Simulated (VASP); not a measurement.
Given:

```
ZnF2
1.0
    4.43337     0.00000     0.00000
    0.00000     4.43337     0.00000
    0.00000     0.00000     3.08028
Zn F
2 4
Direct
  0.00000   0.00000   0.00000
  0.50000   0.50000   0.50000
  0.30305   0.30305   0.00000
  0.80305   0.19695   0.50000
  0.19695   0.80305   0.50000
  0.69695   0.69695   0.00000
```

Calculation: PBE GGA, VASP's PBE PAW potentials (set 64) (plane waves; VASP). Settings: 620 eV cut-off, 5×5×7 Γ-centred mesh, Gaussian smearing of 0.050 eV, potentials Zn F.

Energy and stress use the plane-wave basis of the starting cell.

**Question.** The ions, cell shape and volume at an external pressure of 45.0 GPa are relaxed. Give the cell that the relaxation ends in.

**Answer.** 
```
ZnF2
1.0
    4.32048     0.00000     0.00000
    0.00000     4.32048     0.00000
    0.00000     0.00000     3.05429
Zn F
2 4
Direct
  0.00000   0.00000   0.00000
  0.50000   0.50000   0.50000
  0.30402   0.30402   0.00000
  0.80402   0.19598   0.50000
  0.19598   0.80402   0.50000
  0.69598   0.69598   0.00000
```
Space group P4_2/mnm (136), at a tolerance of 0.03 Å.

**Question.** How do energy and volume change from the first to the last step?

**Answer.** The energy (σ→0) changes by +136.2 meV/atom and the volume by -5.8 %, in 12 ionic steps.

The compound is ZnF2 in the rutile structure. This run relaxes it under an external pressure of 45 GPa. Symmetry was kept, so distortions that lower it aren't found.
